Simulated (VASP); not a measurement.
VASP 6.6.1 run: Si3Sn

INCAR

```
LCHARG = .FALSE.
LWAVE = .FALSE.
EDIFF = 1E-7
GGA = PE
NSW = 0
ENCUT = 520
IBRION = -1
SIGMA = 0.02
ISIF = 2
NBANDS = 53
PREC = Accurate
LASPH = .TRUE.
LREAL = .FALSE.
IVDW = 20
ISMEAR = -1
NELM = 92
```

KPOINTS

```
KPOINTS created by Atomic Simulation Environment
0
Gamma
6 6 4
0 0 0
```

POSCAR

```
Si Sn
 1.0000000000000000
     4.0376389099000001    0.0000000000000000    0.0000000000000000
     0.0000000000000000    4.0376389099000001    0.0000000000000000
     0.0000000000000000    0.0000000000000000    5.5974318108999999
 Si  Sn
   3   1
Cartesian
  2.0188194549500000  0.0000000000000000  4.3393885207007772
  2.0188194549500000  2.0188194549500000  0.0000000000000000
 -0.0000000000000000  2.0188194549500000  1.2580432901992233
 -0.0000000000000000  0.0000000000000000  2.7987159054499995
```

The recommended PBE PAW datasets give the neutral cell 26 valence electrons.

Command

```
mpirun -np 1 vasp_std
```

OSZICAR

```
N       E                     dE             d eps       ncg     rms          rms(c)
DAV:   1     0.214366665213E+03    0.21437E+03   -0.91126E+03  4017   0.524E+02
DAV:   2     0.149445158229E+02   -0.19942E+03   -0.17464E+03  3542   0.248E+02
DAV:   3    -0.185957790698E+02   -0.33540E+02   -0.32828E+02  3697   0.554E+01
DAV:   4    -0.198813025686E+02   -0.12855E+01   -0.12838E+01  3832   0.111E+01
DAV:   5    -0.199016368747E+02   -0.20334E-01   -0.20331E-01  3984   0.153E+00    0.634E+00
DAV:   6    -0.196341594058E+02    0.26748E+00   -0.80118E-02  4673   0.138E+00    0.380E+00
DAV:   7    -0.195403523777E+02    0.93807E-01   -0.11904E-01  4099   0.107E+00    0.469E-01
DAV:   8    -0.195417789363E+02   -0.14266E-02   -0.17039E-02  4137   0.475E-01    0.215E-01
DAV:   9    -0.195424659467E+02   -0.68701E-03   -0.11693E-03  3704   0.881E-02    0.115E-01
DAV:  10    -0.195427967065E+02   -0.33076E-03   -0.19944E-04  3679   0.474E-02    0.423E-02
DAV:  11    -0.195428526199E+02   -0.55913E-04   -0.40668E-05  3731   0.233E-02    0.132E-02
DAV:  12    -0.195428597288E+02   -0.71089E-05   -0.72781E-06  3679   0.694E-03    0.479E-03
DAV:  13    -0.195428601949E+02   -0.46614E-06   -0.80773E-07  3752   0.234E-03    0.130E-03
DAV:  14    -0.195428603149E+02   -0.11993E-06   -0.81401E-08  3674   0.103E-03    0.421E-04
DAV:  15    -0.195428602947E+02    0.20112E-07   -0.50901E-09  2201   0.244E-04
   1 F= -.20783330E+02 E0= -.20783327E+02  d E =-.718140E-05
```

From OUTCAR

```
k-points           NKPTS =     30   k-points in BZ     NKDIM =     30   number of bands    NBANDS=     53

   NELECT =      26.0000    total number of electrons

   dimension x,y,z NGX =    30 NGY =   30 NGZ =   42
   dimension x,y,z NGXF=    60 NGYF=   60 NGZF=   84

  energy-cutoff  :      520.00
  volume of cell :       91.25
      direct lattice vectors                 reciprocal lattice vectors
     4.037638910  0.000000000  0.000000000     0.247669498  0.000000000  0.000000000
     0.000000000  4.037638910  0.000000000     0.000000000  0.247669498  0.000000000
     0.000000000  0.000000000  5.597431811     0.000000000  0.000000000  0.178653360

 k-points in reciprocal lattice and weights: KPOINTS created by Atomic Simulation Env
   0.00000000  0.00000000  0.00000000       0.007
   0.16666667  0.00000000  0.00000000       0.028
   0.33333333  0.00000000  0.00000000       0.028
   0.50000000  0.00000000  0.00000000       0.014
   0.16666667  0.16666667  0.00000000       0.028
   0.33333333  0.16666667  0.00000000       0.056
   0.50000000  0.16666667  0.00000000       0.028
   0.33333333  0.33333333  0.00000000       0.028
   ...

 E-fermi :   6.3590

 k-point     1 :       0.0000    0.0000    0.0000
  band No.  band energies     occupation
      1     -15.0480      2.00000
      2     -15.0116      2.00000
      3     -15.0116      2.00000
      4     -14.9683      2.00000
      5     -14.9631      2.00000
      6      -5.6298      2.00000
      7      -1.6305      2.00000
      8      -1.5995      2.00000
      9       3.0327      2.00000
     10       3.0327      2.00000
     11       5.9826      2.00000
     12       6.2157      1.99845
     13       6.2157      1.99845
     14       6.6239      0.00000
     15       6.7268      0.00000
     16       8.3113      0.00000
     17       8.6076      0.00000
     18       8.6076      0.00000
     19       8.7410      0.00000
     20      13.0886      0.00000
     21      13.4331      0.00000
     22      14.1141      0.00000
     23      15.0804      0.00000
     24      15.0804      0.00000
     25      16.6605      0.00000
     26      16.6605      0.00000
     27      16.7024      0.00000
     28      17.1672      0.00000
     29      17.2782      0.00000
     30      17.2782      0.00000
     31      17.8237      0.00000
     32      18.8828      0.00000
     33      19.7701      0.00000
     34      19.9821      0.00000
     35      23.5081      0.00000
     36      24.2296      0.00000
     37      24.2296      0.00000
     38      24.5585      0.00000
     39      24.5585      0.00000
     40      24.8399      0.00000
     41      25.5611      0.00000
     42      25.8392      0.00000
     43      26.6900      0.00000
     44      28.5948      0.00000
     45      29.1063      0.00000
     46      29.1063      0.00000
     47      30.0849      0.00000
     48      30.0849      0.00000
     49      30.1565      0.00000
     50      30.9369      0.00000
     51      30.9836      0.00000
     52      30.9836      0.00000
     53      31.0602      0.00000

 ...

  Total       0.98662     0.98662     1.96236     0.00000    -0.00000     0.00000
  in kB      17.32268    17.32268    34.45446     0.00000    -0.00000     0.00000
  external pressure =       23.03 kB  Pullay stress =        0.00 kB

 POSITION                                       TOTAL-FORCE (eV/Angst)
 -----------------------------------------------------------------------------------
      2.01882      0.00000      4.33939        -0.000000      0.000000      0.044291
      2.01882      2.01882      0.00000        -0.000000     -0.000000     -0.000000
      0.00000      2.01882      1.25804         0.000000      0.000000     -0.044291
      0.00000      0.00000      2.79872        -0.000000      0.000000     -0.000000
 -----------------------------------------------------------------------------------
    total drift:                                0.000000      0.000000      0.000000

  FREE ENERGIE OF THE ION-ELECTRON SYSTEM (eV)
  ---------------------------------------------------
  free  energy   TOTEN  =       -20.7833301880 eV

  energy  without entropy=      -20.7833230066  energy(sigma->0) =      -20.78332660
```

It converged. Results: gap between bands v and c on the k mesh 0.29 eV; least direct gap on the k mesh 0.41 eV; pressure 2.3 GPa; largest force 0.04 eV/Å. Band v is the last that the valence electrons fill when counted band by band, and c is the next.

For comparison, a separate PBE run of the intended cell, on usual settings and not on those above, gives a gap of 0.29 eV on its mesh and a pressure of 3.5 GPa.

The run above took about 54 s on one core of a shared host (Intel Xeon 6975P-C) and held 0.24 GiB at most.
